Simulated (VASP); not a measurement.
VASP ran on this input.

### KPOINTS
```
Automatic mesh
0
Gamma
11 11 4
0 0 0
```

File POSCAR:
```
C
1
    1.2546000000    -2.1730300000     0.0000000000
    1.2546000000     2.1730300000     0.0000000000
    0.0000000000     0.0000000000     6.8442000000
C
4
Direct
  0.0000000000   0.0000000000   0.2500000000
  0.0000000000   0.0000000000   0.7500000000
  0.3333330000   0.6666670000   0.2500000000
  0.6666670000   0.3333330000   0.7500000000
```

**INCAR**
```
SYSTEM = C
PREC = Accurate
ENCUT = 520
EDIFF = 1E-6
NELM = 60
ALGO = VeryFast
LREAL = .FALSE.
LASPH = .TRUE.
ISMEAR = 1
SIGMA = 0.1
GGA = PE
LWAVE = .FALSE.
LCHARG = .FALSE.
ISIF = 2
NELMDL = -1
```

POTCAR, in this order: C (PBE.64 set). Program: vasp_std.

Problem. What happens when VASP runs on this input?

Solution. There is a fault: ALGO = VeryFast starts from random orbitals with almost no delay (NELMDL = -1). The run did not converge; its last values are not results. Against the sound run, the energy per atom (σ→0) increases by 206.865 eV/atom; the pressure increases by 1776.03 GPa.

### standard output
```
...
RMM:  21     0.790924278508E+03   -0.10807E+00   -0.10518E+00  2259   0.572E+01    0.287E+00
RMM:  22     0.790831865182E+03   -0.92413E-01   -0.92014E-01  2259   0.554E+01    0.294E+00
RMM:  23     0.790774870287E+03   -0.56995E-01   -0.62239E-01  2271   0.537E+01    0.301E+00
RMM:  24     0.790758376758E+03   -0.16494E-01   -0.30059E-01  2266   0.522E+01    0.304E+00
RMM:  25     0.790682820187E+03   -0.75557E-01   -0.12829E-01  2281   0.508E+01    0.297E+00
RMM:  26     0.790598421592E+03   -0.84399E-01   -0.77931E-01  2271   0.494E+01    0.325E+00
RMM:  27     0.790537356703E+03   -0.61065E-01   -0.72644E-01  2265   0.481E+01    0.369E+00
RMM:  28     0.790497747994E+03   -0.39609E-01   -0.70942E-01  2262   0.469E+01    0.366E+00
RMM:  29     0.790433062301E+03   -0.64686E-01   -0.63940E-01  2278   0.459E+01    0.367E+00
RMM:  30     0.790391328629E+03   -0.41734E-01   -0.54338E-01  2281   0.448E+01    0.365E+00
RMM:  31     0.790321770285E+03   -0.69558E-01   -0.53586E-01  2265   0.439E+01    0.367E+00
RMM:  32     0.790269269193E+03   -0.52501E-01   -0.52004E-01  2271   0.430E+01    0.367E+00
RMM:  33     0.790229824959E+03   -0.39444E-01   -0.53660E-01  2267   0.421E+01    0.367E+00
RMM:  34     0.790264009373E+03    0.34184E-01   -0.44585E-01  2260   0.413E+01    0.403E+00
RMM:  35     0.790225946896E+03   -0.38062E-01   -0.56856E-01  2263   0.405E+01    0.399E+00
RMM:  36     0.790226620306E+03    0.67341E-03   -0.46053E-01  2273   0.397E+01    0.392E+00
RMM:  37     0.790205678289E+03   -0.20942E-01   -0.47286E-01  2275   0.390E+01    0.388E+00
RMM:  38     0.790225121846E+03    0.19444E-01   -0.47816E-01  2261   0.383E+01    0.377E+00
RMM:  39     0.790171860058E+03   -0.53262E-01   -0.59796E-01  2269   0.377E+01    0.373E+00
RMM:  40     0.790096716714E+03   -0.75143E-01   -0.67583E-01  2284   0.370E+01    0.373E+00
RMM:  41     0.790167689346E+03    0.70973E-01   -0.56311E-01  2256   0.365E+01    0.364E+00
RMM:  42     0.790270323039E+03    0.10263E+00   -0.55613E-01  2254   0.359E+01    0.347E+00
RMM:  43     0.790285637709E+03    0.15315E-01   -0.34013E-01  2261   0.354E+01    0.343E+00
RMM:  44     0.790289333603E+03    0.36959E-02   -0.38922E-01  2280   0.348E+01    0.336E+00
RMM:  45     0.790271861829E+03   -0.17472E-01   -0.38582E-01  2280   0.343E+01    0.332E+00
RMM:  46     0.790272516922E+03    0.65509E-03   -0.37713E-01  2262   0.337E+01    0.324E+00
RMM:  47     0.790594899546E+03    0.32238E+00   -0.60845E-01  2218   0.336E+01    0.295E+00
RMM:  48     0.790613966862E+03    0.19067E-01    0.27652E-01  2263   0.330E+01    0.306E+00
RMM:  49     0.790600333393E+03   -0.13633E-01   -0.31804E-01  2281   0.324E+01    0.293E+00
RMM:  50     0.790594183456E+03   -0.61499E-02   -0.19981E-01  2281   0.320E+01    0.294E+00
RMM:  51     0.790522879012E+03   -0.71304E-01   -0.40111E-01  2262   0.315E+01    0.299E+00
RMM:  52     0.790660862755E+03    0.13798E+00   -0.38560E-01  2229   0.313E+01    0.276E+00
RMM:  53     0.790639596245E+03   -0.21267E-01   -0.15333E-01  2266   0.308E+01    0.273E+00
RMM:  54     0.790603108053E+03   -0.36488E-01   -0.42103E-01  2283   0.304E+01    0.264E+00
RMM:  55     0.790595109636E+03   -0.79984E-02   -0.31048E-01  2274   0.300E+01    0.251E+00
RMM:  56     0.790574225289E+03   -0.20884E-01   -0.43588E-01  2273   0.297E+01    0.249E+00
RMM:  57     0.790808139877E+03    0.23391E+00   -0.46150E-01  2210   0.297E+01    0.223E+00
RMM:  58     0.790801589927E+03   -0.65500E-02    0.19743E-01  2267   0.292E+01    0.226E+00
RMM:  59     0.790704402806E+03   -0.97187E-01   -0.41795E-01  2258   0.287E+01    0.231E+00
RMM:  60     0.790671588518E+03   -0.32814E-01   -0.31521E-01  2269   0.284E+01

 -----------------------------------------------------------------------------
|                                                                             |
|           W    W    AA    RRRRR   N    N  II  N    N   GGGG   !!!           |
|           W    W   A  A   R    R  NN   N  II  NN   N  G    G  !!!           |
|           W    W  A    A  R    R  N N  N  II  N N  N  G       !!!           |
|           W WW W  AAAAAA  RRRRR   N  N N  II  N  N N  G  GGG   !            |
|           WW  WW  A    A  R   R   N   NN  II  N   NN  G    G                |
|           W    W  A    A  R    R  N    N  II  N    N   GGGG   !!!           |
|                                                                             |
|     The electronic self-consistency was not achieved in the given           |
|     number of steps (NELM). The forces and other quantities evaluated       |
|     might not be reliable so examine the results carefully. If you find     |
|     spurious results, we suggest increasing NELM, if you were close to      |
|     convergence or switching to a different ALGO or adjusting the           |
|     density mixing parameters otherwise.                                    |
|                                                                             |
 -----------------------------------------------------------------------------

   1 F= 0.79067159E+03 E0= 0.79067137E+03  d E =0.647164E-03
```

OUTCAR:
```
------------------------ aborting loop EDIFF was not reached (unconverged)  ----------------------------
  FORCE on cell =-STRESS in cart. coord.  units (eV):
  Direction    XX          YY          ZZ          XY          YZ          ZX
  --------------------------------------------------------------------------------------
  Total      515.3253870    515.3249397    202.1742373      0.0000000      0.0000000      0.0000000
  in kB    22124.2433949  22124.2241894   8679.8596504      0.0000000      0.0000000      0.0000000
  external PRESSURE =   17642.7757449 kB  Pullay stress =       0.0000000 kB
  volume of cell :       37.32
      direct lattice vectors                 reciprocal lattice vectors
     1.254600000 -2.173030000  0.000000000     0.398533397 -0.230093464  0.000000000
     1.254600000  2.173030000  0.000000000     0.398533397  0.230093464  0.000000000
     0.000000000  0.000000000  6.844200000     0.000000000  0.000000000  0.146109114
 POSITION                                       TOTAL-FORCE (eV/Angst)
 -----------------------------------------------------------------------------------
      0.00000      0.00000      1.71105         0.000000      0.000000      0.000000
      0.00000      0.00000      5.13315        -0.000000     -0.000000     -0.000000
      1.25460      0.72434      1.71105         0.000000     -0.000000     -0.000000
      1.25460     -0.72434      5.13315        -0.000000      0.000000      0.000000
 -----------------------------------------------------------------------------------
    total drift:                                0.000000     -0.000000      0.000000
  FREE ENERGIE OF THE ION-ELECTRON SYSTEM (eV)
  ---------------------------------------------------
  free  energy   TOTEN  =       790.6715885184 eV

  energy  without entropy=      790.6709413544  energy(sigma->0) =      790.67137280
```
(Selected blocks of OUTCAR.)

To mend it, set ALGO = Normal, remove NELMDL.

The mended run (PBE GGA, plane waves, VASP's PBE PAW potentials (set 64)) converges, and its OSZICAR ends with
```
   1 F= -.36786800E+02 E0= -.36786881E+02  d E =0.242268E-03
```

The compound is C in the graphite structure. The cell was not relaxed at this level.
